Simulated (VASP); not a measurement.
A convergence study with VASP on Rh (fcc): a few settings are varied, all else stays as given below, so the limit is that of these other settings. The cell's lengths are 1 % over those of the tabulated start, so it is off equilibrium.

```yaml
crystal:
  lattice:
    - [0.00000, 1.91900, 1.91900]
    - [1.91900, 0.00000, 1.91900]
    - [1.91900, 1.91900, 0.00000]
  atoms:
    - { symbol: Rh, position: [0.00000, 0.00000, 0.00000] }
```

Calculation: PBEsol GGA, VASP's PBE PAW potentials (set 64) (plane waves; VASP 6.6.1). The last row used: LREAL = Auto, 600 eV cut-off, 14×14×14 Γ-centred mesh, first-order Methfessel-Paxton smearing of 0.10 eV, potentials Rh_pv.

| setting | E (eV/atom) | pressure (GPa) | plane waves |
|---|---|---|---|
| ENCUT = 300, LREAL = .FALSE., PREC = Normal | -8.1244 | -12.50 | 174 |
| ENCUT = 400, LREAL = .FALSE., PREC = Normal | -8.1118 | -13.22 | 271 |
| ENCUT = 500, LREAL = .FALSE., PREC = Normal | -8.1121 | -12.03 | 370 |
| ENCUT = 600, LREAL = .FALSE., PREC = Normal | -8.1126 | -12.20 | 495 |
| ENCUT = 500, LREAL = .FALSE., PREC = Accurate | -8.1121 | -12.03 | 370 |
| ENCUT = 600, LREAL = .FALSE., PREC = Accurate | -8.1126 | -12.20 | 495 |
| ENCUT = 300, LREAL = Auto, PREC = Normal | -8.1245 | -12.60 | 174 |
| ENCUT = 400, LREAL = Auto, PREC = Normal | -8.1128 | -13.17 | 271 |
| ENCUT = 500, LREAL = Auto, PREC = Normal | -8.1130 | -12.03 | 370 |
| ENCUT = 600, LREAL = Auto, PREC = Normal | -8.1135 | -12.52 | 495 |
| ENCUT = 300, LREAL = Auto, PREC = Accurate | -8.1245 | -12.55 | 174 |
| ENCUT = 400, LREAL = Auto, PREC = Accurate | -8.1122 | -13.24 | 271 |
| ENCUT = 500, LREAL = Auto, PREC = Accurate | -8.1132 | -11.90 | 370 |
| ENCUT = 600, LREAL = Auto, PREC = Accurate | -8.1136 | -12.24 | 495 |

Left out are rungs that failed or repeat a setting and relaxations that didn't move; long series are thinned to 24 rows.

The compound is Rh in the fcc structure. The cell was not relaxed at this level.
